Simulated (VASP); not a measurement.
Input:

```
CELL_PARAMETERS angstrom
     -1.57213     1.57213     1.57213
      1.57213    -1.57213     1.57213
      1.57213     1.57213    -1.57213
ATOMIC_POSITIONS crystal
  Mo 0.00000 0.00000 0.00000
```

All values below come from revTPSS meta-GGA, VASP's PBE PAW potentials (set 64) (plane waves; VASP). Run with 520 eV cut-off, 18×18×18 Γ-centred mesh, tetrahedra with Blöchl corrections, potentials Mo_sv.

Question: Estimate the energy per atom (σ→0), band gap (over mesh and band path) with the smallest direct gap where there is one.

Answer: 
* **band gap (over mesh and band path)**: none (metal, semimetal or under 0.01 eV)
* **energy per atom (σ→0)**: 1.068 eV/atom

Total energies compare only between runs with the same potentials, cut-off and functional.

The compound is Mo in the bcc structure. It was relaxed first.
